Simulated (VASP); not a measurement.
# AlN (F-43m) in VASP: Born charges and dielectric tensor with LDA

Aim: the Born charges and dielectric tensor of AlN with LDA.

All numbers are computed with VASP 6.6.1; they aren't measurements. Logs are shortened: lines on timing, memory, paths and dates and some standing lists are left out, and cuts for length are marked.

**1. Starting point**

The structure is cubic, space group F-43m (No. 216). The conventional cell has a = 4.346 Å, b = 4.346 Å, c = 4.346 Å, α = 90.00°, β = 90.00°, γ = 90.00°. Around Al (site symmetry -43m) lie 4 N at 1.88 Å. Around N (site symmetry -43m) lie 4 Al at 1.88 Å.

Measurements of this composition are mostly on another form, of space group No. 186.

**2. Born charges and dielectric tensor, LDA**

The input, INCAR:

```
SYSTEM = AlN
  PREC = Accurate
  ENCUT = 600
  EDIFF = 1E-8
  ISMEAR = 0
  SIGMA = 0.02
  LREAL = .False.
  LASPH = .True.
  NELM = 60
  ALGO = Fast
  ISIF = 2
  LWAVE = .False.
  LCHARG = .False.
  LEPSILON = .True.
  IBRION = 8
  NSW = 1
```

The input, KPOINTS:

```
Automatic mesh
0
Gamma
  10 10 10
  0 0 0
```

The input, POSCAR:

```
AlN
1.0
    0.0000000000      2.1730000000      2.1730000000
    2.1730000000      0.0000000000      2.1730000000
    2.1730000000      2.1730000000      0.0000000000
Al N
1 1
Direct
    0.0000000000      0.0000000000      0.0000000000
    0.2500000000      0.2500000000      0.2500000000
```

Potentials or basis: VASP PAW LDA potentials, release 64 (Al, N).

Run with:

```
$ cat potpaw_LDA.64/Al/POTCAR potpaw_LDA.64/N/POTCAR > POTCAR
$ mpirun -np 1 vasp_std > vasp.out
```

OUTCAR:

```text
SYSTEM = AlN
   PREC = Accurate
   ENCUT = 600
   EDIFF = 1E-8
   ISMEAR = 0
   LREAL = .False.
   LASPH = .True.
   NELM = 60
   ISIF = 2
   LEPSILON = .True.
   IBRION = 8
   NSW = 1

 ion  position               nearest neighbor table
   1  0.000  0.000  0.000-   2 1.88   2 1.88   2 1.88   2 1.88
   2  0.250  0.250  0.250-   1 1.88   1 1.88   1 1.88   1 1.88

  LATTYP: Found a face centered cubic cell.
 ALAT       =     4.3460000000

  Lattice vectors:

 A1 = (   0.0000000000,   2.1730000000,   2.1730000000)
 A2 = (   2.1730000000,   0.0000000000,   2.1730000000)
 A3 = (   2.1730000000,   2.1730000000,   0.0000000000)

Analysis of symmetry for initial positions (statically):
=====================================================================
 Subroutine PRICEL returns:
 Original cell was already a primitive cell.

 Routine SETGRP: Setting up the symmetry group for a
 face centered cubic supercell.

 Subroutine GETGRP returns: Found 24 space group operations
 (whereof 24 operations were pure point group operations)
 out of a pool of 48 trial point group operations.

The static configuration has the point symmetry T_d .

Analysis of symmetry for dynamics (positions and initial velocities):
=====================================================================
 Subroutine PRICEL returns:
 Original cell was already a primitive cell.

 Routine SETGRP: Setting up the symmetry group for a
 face centered cubic supercell.

 Subroutine GETGRP returns: Found 24 space group operations
 (whereof 24 operations were pure point group operations)
 out of a pool of 48 trial point group operations.

The dynamic configuration has the point symmetry T_d .

 Subroutine INISYM returns: Found 24 space group operations
 (whereof 24 operations are pure point group operations),
 and found     1 'primitive' translations

----------------------------------------------------------------------------------------

[... 500 lines left out ...]
 MACROSCOPIC STATIC DIELECTRIC TENSOR (including local field effects in DFT)
 ------------------------------------------------------
           4.545209     0.000000     0.000000
           0.000000     4.545209    -0.000000
          -0.000000    -0.000000     4.545209
 ------------------------------------------------------

 PIEZOELECTRIC TENSOR (including local field effects)  for field in x, y, z        (e  Angst)
          XX          YY          ZZ          XY          YZ          ZX
  --------------------------------------------------------------------------------
  x    -0.00000     0.00000     0.00000     0.00000    -0.78126     0.00000
  y     0.00000     0.00000    -0.00000     0.00000     0.00000    -0.78126
  z    -0.00000     0.00000     0.00000    -0.78126     0.00000     0.00000

 PIEZOELECTRIC TENSOR (including local field effects)  for field in x, y, z        (C/m^2)
          XX          YY          ZZ          XY          YZ          ZX
  --------------------------------------------------------------------------------
  x    -0.00000     0.00000     0.00000     0.00000    -0.60995     0.00000
  y     0.00000     0.00000    -0.00000     0.00000     0.00000    -0.60995
  z    -0.00000     0.00000     0.00000    -0.60995     0.00000     0.00000

 BORN EFFECTIVE CHARGES (including local field effects) (in |e|, cummulative output)
 ---------------------------------------------------------------------------------
 ion    1
    1     2.53023     0.00000    -0.00000
    2    -0.00000     2.53023     0.00000
    3    -0.00000    -0.00000     2.53023
 ion    2
    1    -2.53023    -0.00000     0.00000
    2     0.00000    -2.53023    -0.00000
    3     0.00000     0.00000    -2.53023

 INTERNAL STRAIN TENSOR FOR ION    2 for displacements in x,y,z  (eV/Angst):
          X           Y           Z          XY          YZ          ZX
  --------------------------------------------------------------------------------
  x     0.00000     0.00000     0.00000     0.00000    -9.52432     0.00000
  y     0.00000     0.00000     0.00000     0.00000     0.00000    -9.52432
  z     0.00000     0.00000     0.00000    -9.52432     0.00000     0.00000

 SECOND DERIVATIVES (NOT SYMMETRIZED)
 ------------------------------------
               1X          1Y          1Z          2X          2Y          2Z
  1X   -15.125704    0.000000    0.000000   15.125704    0.000000    0.000000
  1Y     0.000000  -15.125704    0.000000    0.000000   15.125704    0.000000
  1Z     0.000000    0.000000  -15.125704    0.000000    0.000000   15.125704
  2X    15.126117    0.000000    0.000000  -15.126117    0.000000    0.000000
  2Y     0.000000   15.126117    0.000000    0.000000  -15.126117    0.000000
  2Z     0.000000    0.000000   15.126117    0.000000    0.000000  -15.126117

 Eigenvectors and eigenvalues of the dynamical matrix
 ----------------------------------------------------

   1 f  =   20.026288 THz   125.828877 2PiTHz  668.005058 cm-1    82.822034 meV
             X         Y         Z           dx          dy          dz
      0.000000  0.000000  0.000000     0.000000    0.584493    0.000000
      1.086500  1.086500  1.086500     0.000000   -0.811399    0.000000
[... 21 lines left out ...]
   6 f/i=    0.000130 THz     0.000816 2PiTHz    0.004330 cm-1     0.000537 meV
             X         Y         Z           dx          dy          dz
      0.000000  0.000000  0.000000     0.000000    0.000000    0.811399
      1.086500  1.086500  1.086500     0.000000    0.000000    0.584493

--------------------------------------------------------------------------------------------------------

 MACROSCOPIC STATIC DIELECTRIC TENSOR IONIC CONTRIBUTION
 ------------------------------------------------------
           3.732117     0.000000    -0.000000
           0.000000     3.732117     0.000000
          -0.000000     0.000000     3.732117
 ------------------------------------------------------

 ELASTIC MODULI CONTR FROM IONIC RELAXATION (kBar)
 Direction    XX          YY          ZZ          XY          YZ          ZX
 --------------------------------------------------------------------------------
 XX          -0.0000     -0.0000     -0.0000     -0.0000      0.0000     -0.0000
 YY          -0.0000     -0.0000     -0.0000     -0.0000     -0.0000      0.0000
 ZZ          -0.0000     -0.0000     -0.0000      0.0000     -0.0000     -0.0000
 XY          -0.0000     -0.0000      0.0000   -439.8772      0.0000      0.0000
 YZ           0.0000     -0.0000     -0.0000      0.0000   -439.8772      0.0000
 ZX          -0.0000      0.0000     -0.0000      0.0000      0.0000   -439.8772
 --------------------------------------------------------------------------------

 PIEZOELECTRIC TENSOR IONIC CONTR  for field in x, y, z        (C/m^2)
          XX          YY          ZZ          XY          YZ          ZX
  --------------------------------------------------------------------------------
  x     0.00000     0.00000     0.00000    -0.00000     1.20563     0.00000
  y     0.00000     0.00000     0.00000     0.00000    -0.00000     1.20563
  z     0.00000     0.00000    -0.00000     1.20563    -0.00000    -0.00000
```

OSZICAR:

```text
N       E                     dE             d eps       ncg     rms          rms(c)
DAV:   1     0.116348593112E+02    0.11635E+02   -0.45211E+03   800   0.955E+02
DAV:   2    -0.183855664793E+02   -0.30020E+02   -0.28711E+02   976   0.136E+02
[... 13 lines left out ...]
RMM:   6    -0.234773337608E+00   -0.28002E-04   -0.27463E-07  4647   0.458E-03    0.911E-04
RMM:   7    -0.234772906954E+00    0.43065E-06    0.53556E-09  4709   0.900E-04    0.448E-05
RMM:   8    -0.234772298332E+00    0.60862E-06   -0.65233E-10  4832   0.105E-04    0.282E-05
RMM:   9    -0.234772282484E+00    0.15847E-07   -0.10132E-09  4892   0.294E-05    0.247E-06
RMM:  10    -0.234772314897E+00   -0.32412E-07   -0.69509E-11  4673   0.470E-06    0.101E-06
RMM:  11    -0.234772311049E+00    0.38482E-08   -0.16488E-10  3555   0.233E-06    0.817E-08
 Linear response finished
```

stdout:

```text
POSCAR found type information on POSCAR AlN
 POSCAR found :  2 types and       2 ions
 scaLAPACK will be used
 LDA part: xc-table for (Slater(with rela. corr.)+CA(PZ))
 , standard interpolation
 POSCAR, INCAR and KPOINTS ok, starting setup
 FFT: planning ... GRIDC
 FFT: planning ... GRID_SOFT
 FFT: planning ... GRID
[... 24 lines left out ...]
 Linear response to external field, progress :
  Direction:   3
 dielectric tensor                  component  3 :     0.430     0.638     4.545
 Linear response DOF=           2
 Linear response progress:
 first order change of Fermi-energy  -0.29704E-01
 force on displaced ion       1 direction 1 : -15.126  -0.000  -0.000
 Born effective charge ion    1 direction 1 :   2.530   0.000   0.000
 Linear response progress:
 first order change of Fermi-energy   0.30027E-01
 force on displaced ion       2 direction 1 : -15.126  -0.000  -0.000
 Born effective charge ion    2 direction 1 :  -2.531   0.000   0.000
 Born effective charges drift removed
 Linear response finished
```

Wall time 7.4 min (1 thread of Intel Xeon Platinum 8375C at 2.90GHz (Ice Lake), shared host); peak memory 0.22 GiB.

What came out:

| Item | Value |
| --- | --- |
| Band gap on the k mesh | 3.23 eV, indirect (least direct gap 4.37 eV) |
| Electronic dielectric tensor (diagonal) | 4.55 |
| Born charges (mean of the diagonal) | Al +2.53; N -2.53 e |
| Highest phonon frequency at Γ, LO-TO splitting left out | 668 cm⁻¹ |

Phonon frequencies in cm⁻¹ (negative: imaginary):
| q point | frequencies |
| --- | --- |
| (0.000, 0.000, 0.000) | 0 0 0 668 668 668 |

Electronic dielectric tensor:
```
4.55 0.00 0.00
0.00 4.55 0.00
0.00 0.00 4.55
```

Born effective charge tensors (e):
atom 1, Al
```
2.53 0.00 0.00
0.00 2.53 0.00
0.00 0.00 2.53
```
atom 2, N
```
-2.53  0.00  0.00
 0.00 -2.53  0.00
 0.00  0.00 -2.53
```

A k mesh can miss the band edges. Expect the measured gap to be larger: semilocal functionals such as LDA lack the derivative discontinuity.
